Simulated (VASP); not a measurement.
Given:

```xyz
2
Lattice="2.9900 0.0000 0.0000 0.0000 2.9900 0.0000 0.0000 0.0000 2.9900" Properties=species:S:1:pos:R:3 pbc="T T T"
Ti     0.0000     0.0000     0.0000
Co     1.4950     1.4950     1.4950
```

The numbers are results of PBE GGA with D3 dispersion (zero damping), VASP's PBE PAW potentials (set 64) (plane waves; VASP), not measurements. Run with 520 eV cut-off, 11×11×11 Γ-centred mesh, first-order Methfessel-Paxton smearing of 0.10 eV, potentials Ti_sv Co.

Energy and stress use the plane-wave basis of the starting cell.

Task: The ions, cell shape and volume are relaxed. Predict the relaxed structure.

Result: 
```xyz
2
Lattice="2.9355 0.0000 0.0000 0.0000 2.9355 0.0000 0.0000 0.0000 2.9355" Properties=species:S:1:pos:R:3 pbc="T T T"
Ti     0.0000     0.0000     0.0000
Co     1.4677     1.4677     1.4677
```
Space group Pm-3m (221), at a tolerance of 0.03 Å.

Task: How do energy and volume change from the first to the last step?

Result: The energy (σ→0) changes by -22.8 meV/atom and the volume by -5.4 %, in 3 ionic steps.

The compound is TiCo in the CsCl type structure. This run relaxes it. Symmetry was kept, so distortions that lower it aren't found. The run is not spin-polarised, so no magnetic state was tried. The electron count is odd and the run is not spin-polarised, which forces a metal.
